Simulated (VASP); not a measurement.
VASP runs on HfO2 (space group Fm-3m) share one base input (PBE GGA, plane waves, VASP's PBE PAW potentials (set 64)) and change the settings named in each case.

### POSCAR
```
HfO2
1
    0.0000000000     2.5417780000     2.5417780000
    2.5417780000     0.0000000000     2.5417780000
    2.5417780000     2.5417780000     0.0000000000
Hf O
1 2
Direct
  0.0000000000   0.0000000000   0.0000000000
  0.2500000000   0.2500000000   0.2500000000
  0.7500000000   0.7500000000   0.7500000000
```

**INCAR**
```
ALGO  =  Normal
EDIFF  =  1E-6
ENCUT  =  400
GGA  =  PE
ISIF  =  2
ISMEAR  =  -1
LASPH  =  .TRUE.
LCHARG  =  .FALSE.
LMAXMIX  =  6
LREAL  =  .FALSE.
LWAVE  =  .FALSE.
NELM  =  100
PREC  =  Accurate
SIGMA  =  0.02
SYSTEM  =  HfO2
```

### KPOINTS
```
Automatic
0
G
9 9 9
0 0 0
```

POTCAR, in this order: Hf_pv O (PBE.64 set). Program: vasp_std.

| change | E(σ→0) (eV/atom) | pressure (GPa) |
|---|---|---|
| base run | -10.0942 | -7.73 |
| GGA = PS | -10.5437 | -15.70 |
| GGA_COMPAT = .FALSE., LNONCOLLINEAR = .TRUE., LSORBIT = .TRUE., MAGMOM = 0.0 0.0 0.0 0.0 0.0 0.0 0.0 0.0 0.0, program vasp_ncl | -10.3016 | -7.62 |
| KPOINTS 4×4×4 Γ-centred mesh | -10.0953 | -7.60 |
| LDAU = .TRUE., LDAUJ = 0 0, LDAUL = 2 -1, LDAUTYPE = 2, LDAUU = 5.0 0 | -9.1824 | 6.35 |
 Energies of different potentials or functionals have different zeros.  Unless said otherwise, spin-orbit coupling is left out, though it shifts the bands of the heavy elements here. At 400 eV the pressure can carry a Pulay error.

Left out are runs that ran out of time, are held back, or changed the cell or the kind of run, fixed moments of cells without a moment, rows past the twelfth, gaps on odd meshes, pressures of charged cells and columns that move by less than the noise.

The structure is a typed HfO2 crystal (Fm-3m). The cell was not relaxed at this level, its lattice was scaled by up to 2.5 %.
